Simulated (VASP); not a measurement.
An input for Quantum ESPRESSO's pw.x (written as the equivalent of a VASP run, and not itself run):

```
&CONTROL
  calculation = 'vc-relax'
  pseudo_dir = './pseudo'
  outdir = './out'
  tprnfor = .true.
  tstress = .true.
  nstep = 40
  forc_conv_thr = 0.00039
/
&SYSTEM
  ibrav = 0
  nat = 4
  ntyp = 2
  ecutwfc = 84
  occupations = 'smearing'
  smearing = 'methfessel-paxton'
  degauss = 0.00735
  input_dft = 'pbesol'
/
&ELECTRONS
  conv_thr = 7.3e-09
  electron_maxstep = 100
/
&IONS
/
&CELL
  press = 20
/
ATOMIC_SPECIES
  Ti 47.867 Ti.upf
  Pt 195.084 Pt.upf
CELL_PARAMETERS angstrom
     3.8978673    0.0000000    0.0000000
     0.0000000    3.8978673    0.0000000
     0.0000000    0.0000000    3.8978673
ATOMIC_POSITIONS crystal
  Ti   0.0000000  0.0000000  0.0000000
  Pt   0.0000000  0.5000000  0.5000000
  Pt   0.5000000  0.0000000  0.5000000
  Pt   0.5000000  0.5000000  0.0000000
K_POINTS automatic
  8 8 8 0 0 0
```

Task: Write the VASP files for the same calculation (PBEsol).

Result: Several could match; the one computed here: 
POSCAR:
```
Pt3Ti
1
    3.8978672698     0.0000000000     0.0000000000
    0.0000000000     3.8978672698     0.0000000000
    0.0000000000     0.0000000000     3.8978672698
Ti Pt
1 3
Direct
  0.0000000000   0.0000000000   0.0000000000
  0.0000000000   0.5000000000   0.5000000000
  0.5000000000   0.0000000000   0.5000000000
  0.5000000000   0.5000000000   0.0000000000
```

**INCAR**
```
NSW  =  40   ! most ionic steps
ISMEAR  =  1   ! Methfessel-Paxton
ALGO  =  Normal
ENCUT  =  480   ! plane-wave cut-off (eV)
EDIFFG  =  -0.01   ! ionic stop
PREC  =  Accurate
IBRION  =  2   ! conjugate gradients
LCHARG  =  .FALSE.
SIGMA  =  0.1   ! width (eV)
EDIFF  =  1E-7   ! SCF stop (eV)
PSTRESS  =  20   ! kbar
SYSTEM  =  Pt3Ti
LREAL  =  .FALSE.
LMAXMIX  =  6   ! l cut-off of mixed one-centre charges
LASPH  =  .TRUE.   ! aspherical one-centre terms
NELM  =  100   ! most electronic steps
GGA  =  PS
ISIF  =  3   ! ions, shape and volume
LWAVE  =  .FALSE.
```

File KPOINTS:
```
Automatic mesh
0
Gamma
8 8 8
0 0 0
```

POTCAR, in this order: Ti_sv Pt (PBE.64 set). Program: vasp_std.

Limits of the translation: the potentials are each code's own (VASP's PAW set, PseudoDojo norm-conserving files in pw.x), so ENCUT and ecutwfc are chosen apart and not converted; conv_thr bounds pw.x's estimated SCF error, while EDIFF bounds the energy change between steps; forc_conv_thr acts on force components and is met together with etot_conv_thr.

The compound is Pt3Ti in the L1_2 structure. This run relaxes it under an external pressure of 2 GPa. Symmetry was kept, so distortions that lower it aren't found.
